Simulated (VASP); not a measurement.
Output of a VASP run:

**OSZICAR**
```
       N       E                     dE             d eps       ncg     rms          rms(c)
DAV:   1     0.526242030300E+02    0.52624E+02   -0.83476E+03   584   0.123E+03
DAV:   2    -0.307059374404E+02   -0.83330E+02   -0.76584E+02   824   0.225E+02
DAV:   3    -0.345043328059E+02   -0.37984E+01   -0.37671E+01   740   0.489E+01
DAV:   4    -0.345496511751E+02   -0.45318E-01   -0.45281E-01   692   0.632E+00
DAV:   5    -0.345506928372E+02   -0.10417E-02   -0.10411E-02   716   0.924E-01    0.892E+00
DAV:   6    -0.326741411755E+02    0.18766E+01   -0.20110E+00   676   0.966E+00    0.513E+00
DAV:   7    -0.320916664958E+02    0.58247E+00   -0.22275E+00   656   0.103E+01    0.136E+00
DAV:   8    -0.320980403788E+02   -0.63739E-02   -0.69669E-02   652   0.183E+00    0.158E-01
DAV:   9    -0.320973643257E+02    0.67605E-03   -0.22193E-03   728   0.369E-01    0.706E-02
DAV:  10    -0.320974154544E+02   -0.51129E-04   -0.19089E-04   696   0.117E-01    0.308E-02
DAV:  11    -0.320974167263E+02   -0.12719E-05   -0.51311E-06   720   0.216E-02    0.482E-03
DAV:  12    -0.320974168642E+02   -0.13790E-06   -0.29101E-07   496   0.489E-03
   1 F= -.32097417E+02 E0= -.32096761E+02  d E =-.320974E+02
```

### OUTCAR
```
------------------------ aborting loop because EDIFF is reached ----------------------------------------
  FORCE on cell =-STRESS in cart. coord.  units (eV):
  Direction    XX          YY          ZZ          XY          YZ          ZX
  --------------------------------------------------------------------------------------
  Total        0.0251175      0.0251175     -0.0751905      0.0000000      0.0000000      0.0000000
  in kB        1.1394291      1.1394286     -3.4109398      0.0000000      0.0000000      0.0000000
  external PRESSURE =      -0.3773607 kB  Pullay stress =       0.0000000 kB
  volume of cell :       35.32
      direct lattice vectors                 reciprocal lattice vectors
     1.233177824 -2.135926149  0.000000000     0.405456529 -0.234090491  0.000000000
     1.233177824  2.135926149  0.000000000     0.405456529  0.234090491  0.000000000
     0.000000000  0.000000000  6.704360796     0.000000000  0.000000000  0.149156650
 POSITION                                       TOTAL-FORCE (eV/Angst)
 -----------------------------------------------------------------------------------
      0.00000      0.00000      1.67609        -0.000000     -0.000000     -0.000000
      0.00000      0.00000      5.02827         0.000000     -0.000000     -0.000000
      1.23318      0.71198      1.67609         0.000000     -0.000000      0.000000
      1.23318     -0.71198      5.02827        -0.000000      0.000000     -0.000000
 -----------------------------------------------------------------------------------
    total drift:                                0.000000     -0.000000      0.000000
  FREE ENERGIE OF THE ION-ELECTRON SYSTEM (eV)
  ---------------------------------------------------
  free  energy   TOTEN  =       -32.0974168642 eV

  energy  without entropy=      -32.0961048240  energy(sigma->0) =      -32.09676084

 reached required accuracy - stopping structural energy minimisation
```
(Selected blocks of OUTCAR.)

File POSCAR:
```
C
1
    1.2331778240    -2.1359261492    -0.0000000000
    1.2331778240     2.1359261492    -0.0000000000
   -0.0000000000    -0.0000000000     6.7043607959
C
4
Direct
  1.0000000000   1.0000000000   0.2500000000
  1.0000000000   0.0000000000   0.7500000000
  0.3333330000   0.6666670000   0.2500000000
  0.6666670000   0.3333330000   0.7500000000
```

Q: Write an INCAR and KPOINTS that could have produced this output.

A: Several could match; the one computed here: the input of the run itself, optB88-vdW, plane waves, VASP's PBE PAW potentials (set 64).

KPOINTS:
```
Automatic mesh
0
Gamma
  9 9 3
```

### INCAR
```
! general
SYSTEM  =C
PREC    =Accurate
ENCUT   =520
LREAL   =.FALSE.
LASPH   =.TRUE.   ! aspherical one-centre terms

! electronic loop
EDIFF   =1E-6   ! SCF stop (eV)
NELM    =100   ! most electronic steps
ALGO    =Normal

! smearing
ISMEAR  =0
SIGMA   =0.05   ! width (eV)

! functional
GGA     =BO
LUSE_VDW=.TRUE.
AGGAC   =0.0
PARAM1  =0.1833333333
PARAM2  =0.22

! ions
IBRION  =2   ! conjugate gradients
NSW     =60   ! most ionic steps
ISIF    =3   ! ions, shape and volume
EDIFFG  =-0.02   ! ionic stop

! output
LWAVE   =.FALSE.
LCHARG  =.FALSE.
```

POTCAR, in this order: C (PBE.64 set). Program: vasp_std.

The compound is C in the graphite structure. It was relaxed first. The k-mesh is coarse (spacing up to 0.33 per Å, 2π included), so the numbers may not be converged in it. The start is the result of an earlier pass.
